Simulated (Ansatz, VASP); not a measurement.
# BaCaAsF in two plane-wave programs, part 2 of 2

One calculation is typed for both programs; each brings its own data sets and cutoff. How far apart do they land? The cell is invented: As first built, before any earlier steps moved the atoms (in the runner's words): it takes the BaCdAsF structure with some of its atoms replaced by other elements, volume scaled by an estimate. It may not be a known or stable phase.

VASP 6.6.1 and Ansatz 0.2.0.

So far: Set-up; VASP: relaxation of cell and atoms, PBE, spin-orbit coupling.

**3. Ansatz: relaxation of cell and atoms, PBE, spin-orbit coupling**

Level of this step: Ansatz beside VASP: Kohn-Sham DFT, plane waves, PBE, spin-orbit coupling (Ansatz).

Ansatz runs on its fully relativistic PAW (standard-fr) files.

The same cell, functional, mesh and smearing now go to Ansatz, which takes its cutoff from its data sets.

Input file input.yaml:

```yaml
crystal:
  lattice:
    - [4.7657506371, 0.0, 0.0]
    - [0.0, 4.7657506371, 0.0]
    - [0.0, 0.0, 9.720575382]
  atoms:
    - { symbol: Ba, position: [0.0, 0.5, 0.8648102458] }
    - { symbol: Ba, position: [0.5, 0.0, 0.1351897542] }
    - { symbol: As, position: [0.0, 0.5, 0.3238745372] }
    - { symbol: As, position: [0.5, 0.0, 0.6761254628] }
    - { symbol: Ca, position: [0.5, 0.5, 0.5] }
    - { symbol: Ca, position: [0.0, 0.0, 0.5] }
    - { symbol: F, position: [0.5, 0.5, 0.0] }
    - { symbol: F, position: [0.0, 0.0, 0.0] }
hamiltonian:
  xc: pbe
  pseudopotentials: { kind: paw_fr }
magnetization:
  noncollinear: true
  spin_orbit: true
kpoints:
  mp_grid: { grid: [5, 5, 3] }
scf:
  occupations: { method: gaussian, width: 0.05 }
relax:
  f_tol: 0.01
  max_steps: 60
  cell: { stress_tol: 0.05 }
output:
  forces: true
  stress: true
  write_density: true
  write_potential: true
  elf: true
  volumetric_format: npy
```

Started as:

```console
$ ansatz run input.yaml --threads 4 --pin off --max-ram 9216MiB --backend cpu --events-out ev --progress --plain --runs-dir out
```

Numbers of over 12 decimals in the logs are rounded to 6 here.

The program printed:

```text
Engine: ansatz 0.2.0, aarch64-unknown-linux-gnu
Pseudopotentials: kind: paw_fr
Pseudopotential: Ba, paw_fr, valence charge 10, recommended cutoff 420 eV (normal), Ba.paw.azcp#standard-fr
Pseudopotential: As, paw_fr, valence charge 15, recommended cutoff 420 eV (normal), As.paw.azcp#standard-fr
Pseudopotential: Ca, paw_fr, valence charge 10, recommended cutoff 420 eV (normal), Ca.paw.azcp#standard-fr
Pseudopotential: F, paw_fr, valence charge 7, recommended cutoff 420 eV (normal), F.paw.azcp#standard-fr
Functional definition: PBE
  parameter kappa = 0.804
  parameter beta = 0.066725
  exchange = pbe_x(kappa = kappa, mu = beta*pi^2/3)
  correlation = pbe_c(beta = beta)
non-collinear run that drives no moment, with spin-orbit: no starting moment large enough to seed its density (crystal.atoms[].spin), no starting occupations that ask for one, no magnetisation constraint and no magnetic field, so the semilocal B_xc is pinned to zero
Crystal: 8 atoms, lattice volume = 220.777 Å³
Basis set: ecut = 420 eV, 4257 PW (Γ), exchange–correlation on 64×64×144 points (8 copies of the dense FFT grid, shifted against one another)
Bands: 102, of which v1, the nominal top of the filled ones, is band 84 counted from 1 (83 counted from 0)
Symmetry: 16 space group operations + 16 with time reversal
Magnetic group: BNS 129.412 (UNI 1072), of the structure as read, at distance tolerance 6.0e-5 Å
k-points: 12 of 75
Projection manifold: j_resolved (fully-relativistic pseudo-atomic orbitals)
Non-local potential: Ba, projectors of the file, l = 0: 3, l = 1: 4, l = 2: 4, l = 3: 4
Non-local potential: As, projectors of the file, l = 0: 2, l = 1: 4, l = 2: 6, l = 3: 2
Non-local potential: Ca, projectors of the file, l = 0: 3, l = 1: 4, l = 2: 4
Non-local potential: F, projectors of the file, l = 0: 2, l = 1: 4, l = 2: 2
PAW form: soft (Blöchl's): semilocal exchange-correlation on the pseudo side does not see the compensation charge
PAW one-centre angular grid: Ba, 194 points (default); XC on 64 Gauss nodes
PAW one-centre angular grid: As, 590 points (default); XC on 64 Gauss nodes
PAW one-centre angular grid: Ca, 110 points (default); XC on 64 Gauss nodes
PAW one-centre angular grid: F, 110 points (default); XC on 64 Gauss nodes
Initial density: superposition of atomic densities (chi_scale 0.1, normalization cell, long waves 69 % of neutral atoms (reshape's long-wave potential 1.69 eV rms, cloud 3.34 Å wide))
Initial wavefunctions: pseudopotential atomic-orbital guess
Functional: x = pbe(κ = 0.804, μ = 0.219515), c = pbe(β = 0.066725)
SCF iter   1: F=—  HF=-27006.933143 eV  |F-HF|=—  |Δ(HF+E_count)|=         —  Δρ=4.88e-1  dr2=1.88e3  dr2_m=0.00e0 (ungated)  ethr=3.10e-3  |M|=0.00e0 ∫|m|=0.00e0 μB  |m|>n=0.0e0 m-floor=0.0e0 τ_xc=0.0e0  β_m=0.30  ⟨swp⟩=14.8  Hψ=4845  notcnv=0  defer=58
preconditioner: auto → Resta (q_TF=auto, 2.322 Å⁻¹)  ε∞=4.9  [insulator: Δε(μ)=0.138 eV  Ē_g=8.384 eV  σ=0.050 eV  W_gap=0.75  n_scr=46 (ndim 8)  ℏωp=16.6 eV  f_vac=0.000  D(μ)=2.88/eV (n_scr^D=16)  ε∞_Penn≈4.9]
spin=Noncollinear: Resta preconditioning applied to the charge; magnetization (m_x, m_y, m_z) channels mix plain (no charge-response kernel on spin).
SCF iter   2: F=—  HF=-26900.690865 eV  |F-HF|=—  |Δ(HF+E_count)|=    1.06e2  Δρ=1.71e-1  dr2=5.81e1  dr2_m=0.00e0 (ungated)  ethr=3.10e-3  |M|=0.00e0 ∫|m|=0.00e0 μB  |m|>n=0.0e0 m-floor=0.0e0 τ_xc=0.0e0  β_m=0.28  ⟨swp⟩=12.0  Hψ=3949  notcnv=0  defer=160
SCF iter   3: F=—  HF=-26889.030617 eV  |F-HF|=—  |Δ(HF+E_count)|=    1.17e1  Δρ=9.06e-2  dr2=2.12e1  dr2_m=0.00e0 (ungated)  ethr=3.10e-3  |M|=0.00e0 ∫|m|=0.00e0 μB  |m|>n=0.0e0 m-floor=0.0e0 τ_xc=0.0e0  β_m=0.64  ⟨swp⟩=6.8  Hψ=1366  notcnv=0  defer=152
SCF iter   4: F=—  HF=-26883.276632 eV  |F-HF|=—  |Δ(HF+E_count)|=    5.75e0  Δρ=1.13e-2  dr2=6.99e-1  dr2_m=0.00e0 (ungated)  ethr=3.10e-3  |M|=0.00e0 ∫|m|=0.00e0 μB  |m|>n=0.0e0 m-floor=0.0e0 τ_xc=0.0e0  β_m=0.79  ⟨swp⟩=7.7  Hψ=1669  notcnv=0  defer=146
SCF iter   5: F=—  HF=-26883.234529 eV  |F-HF|=—  |Δ(HF+E_count)|=   4.21e-2  Δρ=9.64e-3  dr2=3.10e-1  dr2_m=0.00e0 (ungated)  ethr=8.32e-4  |M|=0.00e0 ∫|m|=0.00e0 μB  |m|>n=0.0e0 m-floor=0.0e0 τ_xc=0.0e0  β_m=0.82  ⟨swp⟩=6.0  Hψ=1322  notcnv=0  defer=148
SCF iter   6: F=—  HF=-26883.175773 eV  |F-HF|=—  |Δ(HF+E_count)|=   5.88e-2  Δρ=2.19e-3  dr2=1.80e-2  dr2_m=0.00e0 (ungated)  ethr=3.69e-4  |M|=0.00e0 ∫|m|=0.00e0 μB  |m|>n=0.0e0 m-floor=0.0e0 τ_xc=0.0e0  β_m=0.78  ⟨swp⟩=5.5  Hψ=1162  notcnv=0  defer=144
SCF iter   7: F=—  HF=-26883.174218 eV  |F-HF|=—  |Δ(HF+E_count)|=   1.56e-3  Δρ=9.94e-4  dr2=8.29e-3  dr2_m=0.00e0 (ungated)  ethr=2.14e-5  |M|=0.00e0 ∫|m|=0.00e0 μB  |m|>n=0.0e0 m-floor=0.0e0 τ_xc=0.0e0  β_m=0.75  ⟨swp⟩=3.0  Hψ=1216  notcnv=0  defer=146
SCF iter   8: F=—  HF=-26883.174439 eV  |F-HF|=—  |Δ(HF+E_count)|=   2.22e-4  Δρ=1.31e-3  dr2=8.17e-3  dr2_m=0.00e0 (ungated)  ethr=9.87e-6  |M|=0.00e0 ∫|m|=0.00e0 μB  |m|>n=0.0e0 m-floor=0.0e0 τ_xc=0.0e0  β_m=0.81  ⟨swp⟩=2.5  Hψ=1025  notcnv=0  defer=146
[...]
SCF 1 converged in 12 iterations: F = -26883.172811 eV  dr2 = 5.74e-8
  greatest PAW one-centre occupation: 0.999 electrons in one spin orbital (limit 2), on the As atom at site 3 (counted from 0), in its partial waves of l = 2
relax step   1: F+E_penalty+E_count = -26883.17281143 eV  Δ(F+E_penalty+E_count) = +0.000e0 eV  max|allowed force component| = 9.529e-2 eV/Å  Δτ_max = 0.0000 Å  P = -0.404 GPa  Ω = 220.777 Å³  (12 SCF iters, dr2 threshold 1.00e-7 eV, accepted)
[...]
relax step   2: F+E_penalty+E_count = -26883.15312626 eV  Δ(F+E_penalty+E_count) = +1.969e-2 eV  max|allowed force component| = 3.693e-1 eV/Å  Δτ_max = 0.0823 Å  P = +0.563 GPa  Ω = 217.181 Å³  energy of the carried Pulay correction = +2.511e-3 eV  (7 SCF iters, dr2 threshold 5.67e-7 eV, rejected (line search))
[...]
relax step   3: F+E_penalty+E_count = -26883.17712583 eV  Δ(F+E_penalty+E_count) = -4.314e-3 eV  max|allowed force component| = 7.131e-2 eV/Å  Δτ_max = 0.0301 Å  P = +0.210 GPa  Ω = 216.582 Å³  energy of the carried Pulay correction = +2.933e-3 eV  (10 SCF iters, accepted)
[...]
relax step   4: F+E_penalty+E_count = -26883.17858789 eV  Δ(F+E_penalty+E_count) = -1.462e-3 eV  max|allowed force component| = 2.140e-2 eV/Å  Δτ_max = 0.0185 Å  P = +0.009 GPa  Ω = 218.603 Å³  energy of the carried Pulay correction = +1.513e-3 eV  (6 SCF iters, dr2 threshold 3.18e-7 eV, accepted)
[...]
relax step   5: F+E_penalty+E_count = -26883.17881669 eV  Δ(F+E_penalty+E_count) = -2.288e-4 eV  max|allowed force component| = 4.319e-3 eV/Å  Δτ_max = 0.0022 Å  P = -0.008 GPa  Ω = 218.506 Å³  energy of the carried Pulay correction = +1.581e-3 eV  (6 SCF iters, dr2 threshold 2.86e-8 eV, accepted)
[...]
relax step   6: F+E_penalty+E_count = -26883.17745165 eV  Δ(F+E_penalty+E_count) = +1.365e-3 eV  max|allowed force component| = 4.290e-3 eV/Å  Δτ_max = 0.0000 Å  P = -0.023 GPa  Ω = 218.506 Å³  stress off target by 3.13e-2 GPa  SCF on the basis re-selected at this cell (its energy is not comparable with the rows above)  (6 SCF iters)
basis re-selected at this cell: Δ(F+E_penalty+E_count) = +1.365e-3 eV, ΔP = -0.015 GPa vs the last step (what re-selecting the basis moved, of the pressure what is left beyond the Pulay correction that the steps carried, after the strain that the cell walked since its last selection, with what the two solves' SCF thresholds leave and, on support functions, any second-order correction that the steps lacked; it is no m [...]
SCF converged after 6 iterations
Magnetization: |M| = 0.0000 μB,  M = (+0.0000, +0.0000, +0.0000) μB
Absolute magnetization: 0.0000 μB (∫|m|)
  site 0: m = (+0.0000, +0.0000, +0.0000) μB, |m| = 0.0000 μB  (R = 1.12 Å)
  site 1: m = (+0.0000, +0.0000, +0.0000) μB, |m| = 0.0000 μB  (R = 1.12 Å)
  site 2: m = (+0.0000, +0.0000, +0.0000) μB, |m| = 0.0000 μB  (R = 1.21 Å)
  site 3: m = (+0.0000, +0.0000, +0.0000) μB, |m| = 0.0000 μB  (R = 1.21 Å)
  site 4: m = (+0.0000, +0.0000, +0.0000) μB, |m| = 0.0000 μB  (R = 1.21 Å)
  site 5: m = (+0.0000, +0.0000, +0.0000) μB, |m| = 0.0000 μB  (R = 1.21 Å)
  site 6: m = (+0.0000, +0.0000, +0.0000) μB, |m| = 0.0000 μB  (R = 1.12 Å)
  site 7: m = (+0.0000, +0.0000, +0.0000) μB, |m| = 0.0000 μB  (R = 1.12 Å)
Free energy (F): -26883.177452 eV
Harris-Foulkes:  -26883.177452 eV  (|F-HF|=0.00e0)
Internal energy: -26883.177452 eV  (E = F + TS)
E sigma→0 (E₀):  -26883.177452 eV
Fermi energy:    7.549258 eV
--- Per-component energies (eV) ---
  E_band       = -959.483121
  E_kinetic    = 1514.752927
  E_local      = -7643.348139  (includes V_loc(G=0)·N_el)
  E_nonlocal   = -952.928773
  E_hartree    = 3486.521614
  E_xc         = -931.829863
  E_vxc        = -980.597743  (∫ρ·V_xc dr)
  E_paw        = -16249.936017  (= ΣΔE_a)
  E_vpaw       = 129.591089  (= ΣTr[D̂ρ^β])
  E_aug_tail   = 0.004106  (compensation charges beyond the density's cutoff)
  E_ewald      = -6106.413306
  E_smearing   = -0.000000  (= −TS)
  E_closure    = -0.000000  (closes the sum)
  Σ components = -26883.177452   (vs F -26883.177452, Δ=0.00e0)
--- Forces (eV/Å), atoms counted from 1 ---
  atom   1  Ba     0.00000000     0.00000000     0.00100885
  atom   2  Ba     0.00000000     0.00000000    -0.00100885
  atom   3  As     0.00000000     0.00000000     0.00429041
  atom   4  As     0.00000000     0.00000000    -0.00429041
  atom   5  Ca     0.00000000     0.00000000    -0.00000000
  atom   6  Ca     0.00000000     0.00000000     0.00000000
  atom   7  F      0.00000000     0.00000000     0.00000000
  atom   8  F      0.00000000     0.00000000     0.00000000
  max |Σ_I F_I| component: 4.16e-17 eV/Å
--- Stress (GPa, compression-positive) ---
       -0.018931       0.000000       0.000000
        0.000000      -0.018931       0.000000
        0.000000       0.000000      -0.031256
  P = ⅓ Tr σ = -0.0230 GPa (-0.230 kbar)
--- Band table (eV; the first three rows and the last of 12) ---
  k-point 0: bands = [... 80 lower, 6.6732, 6.6732, 6.8167, 6.8167, 8.5112, 8.5112, 8.6724, 8.6724, ... 14 higher]
  k-point 1: bands = [... 80 lower, 6.6777, 6.6777, 6.8213, 6.8213, 8.7706, 8.7706, 9.1405, 9.1405, ... 14 higher]
  k-point 2: bands = [... 80 lower, 6.4667, 6.4667, 6.7331, 6.7331, 8.6446, 8.6446, 9.3475, 9.3475, ... 14 higher]
  k-point 11: bands = [... 80 lower, 6.3905, 6.3905, 6.4839, 6.4839, 8.4212, 8.4212, 8.4737, 8.4737, ... 14 higher]
--- Relaxed structure (5 steps of the walk, 4 accepted, 1 SCFs on fresh bases) ---
  F+E_penalty+E_count = -26883.17745165 eV   max|allowed force component| = 4.290e-3 eV/Å   (the final SCF, on the basis selected at the relaxed cell)
  cell:  # Å, volume = 218.5063 Å³
    - [4.758192, 0, 0.0]
    - [0, 4.758192, 0.0]
    - [0.0, 0.0, 9.651171]
  atoms:
    - { symbol: Ba, position: [0, 0.5, 0.866788] }
    - { symbol: Ba, position: [0.5, 0, 0.133212] }
    - { symbol: As, position: [0, 0.5, 0.322528] }
    - { symbol: As, position: [0.5, 0, 0.677472] }
    - { symbol: Ca, position: [0.5, 0.5, 0.5] }
    - { symbol: Ca, position: [0, 0, 0.5] }
    - { symbol: F, position: [0.5, 0.5, 0] }
    - { symbol: F, position: [0, 0, 0] }
```

The job ended after 99 s (4 threads of Arm Neoverse V2, shared host; peak memory 1.7 GiB; 6.3 min of CPU time).

**4. Differences**

Known differences besides the potentials themselves: spin-orbit coupling enters by fully relativistic files in Ansatz and inside the spheres in VASP; both relaxations stop at a tolerance, which leaves soft axes loose, and VASP keeps its plane-wave basis; the data sets hold 84 valence electrons in Ansatz (fully relativistic PAW (standard-fr) files) and 64 in VASP; the cutoff is 420 eV in Ansatz and 520 eV in VASP; Ansatz adds a Pulay correction to the stress that steers its cell, VASP none. Total energies have different zeros and are not compared.

Both answers:

| quantity | Ansatz | VASP | difference |
| --- | --- | --- | --- |
| volume (Å³) | 218.51 | 220.78 | -1.03 % |
| edge a after relaxation, in the typed setting (Å) | 4.758 | 4.766 | -0.16 % |
| edge c after relaxation, in the typed setting (Å) | 9.651 | 9.721 | -0.71 % |

The walks stopped with -0.02 GPa left in Ansatz and -0.01 GPa in VASP; each walk ends within a tolerance, so the volume difference is uncertain by about these residues over the bulk modulus, most in soft cells.

**5. Outcome**

| Quantity | Value |
| --- | --- |
| difference in volume (relaxation of cell and atoms, PBE, spin-orbit coupling) | -1.0 % |

In words: The difference in volume is -1.0 % (relaxation of cell and atoms, PBE, spin-orbit coupling), within the 1.2 % picked in this series as the mark of a large difference, as far as the stopping tolerances let one tell. Such differences can come from data sets, numerical settings and the points named under the comparisons, not from the functional's error against experiment.

[Lines on the potential files, build, host, timing and source positions are cut from VASP's logs without a mark.]

[Logs are printed without paths, hosts, clocks, repeated set-up lines and the standing remarks that a program may print on its own settings, such as how far it seeks lower states.]

[Hosts, paths, dates, database ids (printed as entryN), source tags and the programs' standing remarks are cut or masked in the printed files.]
